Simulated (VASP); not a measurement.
The input files of a VASP run:

### INCAR
```
ALGO = Normal
EDIFF = 1E-6
EDIFFG = -0.02
ENCUT = 520
GGA = PE
IBRION = 2
ISIF = 3
ISMEAR = 0
ISPIN = 2
LASPH = T
LCHARG = F
LDAU = T
LDAUJ = 0 0
LDAUL = 2 -1
LDAUPRINT = 1
LDAUTYPE = 2
LDAUU = 5.3 0
LMAXMIX = 4
LORBIT = 10
LREAL = F
LWAVE = F
MAGMOM = 2*4.0 2*0.0
NELM = 100
NSW = 60
PREC = Accurate
SIGMA = 0.05
SYSTEM = FeO
```

KPOINTS:
```
Regular mesh
0
G
 8 8 8
0 0 0
```

**POSCAR**
```
FeO
1
    4.3340817815     2.1212039773     2.1212039773
    2.1212039773     4.3340817815     2.1212039773
    2.1212039773     2.1212039773     4.3340817815
Fe O
2 2
Direct
  0.0000000000   1.0000000000   0.0000000000
  0.5000000000   0.5000000000   0.5000000000
  0.2500000000   0.2500000000   0.2500000000
  0.7500000000   0.7500000000   0.7500000000
```

POTCAR, in this order: Fe O (PBE.64 set). Program: vasp_std.

Question: Write an equivalent input for Ansatz.

Answer: One equivalent input (not run):
Ansatz 0.2 input:
```yaml
crystal:
  lattice:
    - [4.3340818, 2.1212040, 2.1212040]
    - [2.1212040, 4.3340818, 2.1212040]
    - [2.1212040, 2.1212040, 4.3340818]
  atoms:
    - { symbol: Fe, position: [0.0000000, 1.0000000, 0.0000000], spin: 4 }
    - { symbol: Fe, position: [0.5000000, 0.5000000, 0.5000000], spin: 4 }
    - { symbol: O, position: [0.2500000, 0.2500000, 0.2500000] }
    - { symbol: O, position: [0.7500000, 0.7500000, 0.7500000] }
kpoints:
  mp_grid: { grid: [8, 8, 8] }
hamiltonian:
  xc: pbe
  pseudopotentials: { kind: paw }
  hubbard:
    sites:
      - { species: Fe, l: d, u_eff: 5.3 }
magnetization: { spin_polarized: true }
scf:
  occupations: { method: gaussian, width: 0.05 }
  max_iter: 100
relax:
  max_steps: 60
  f_tol: 0.02
  cell: {}
output: { forces: true, stress: true, eigenvalues: true }
```
The two are equivalent in intent, not identical: each code has its own PAW files, so the cut-off isn't converted (ENCUT is set for VASP's; basis.ecutwfc is left out, and Ansatz then takes the one that its files recommend); Ansatz stops its SCF on the density residual and VASP on the energy change (EDIFF); the +U projectors differ, so the same U acts differently.

The compound is FeO in the rock salt, AFM-II order structure. This run relaxes it. Symmetry was kept, so distortions that lower it aren't found. The start is the result of an earlier pass.
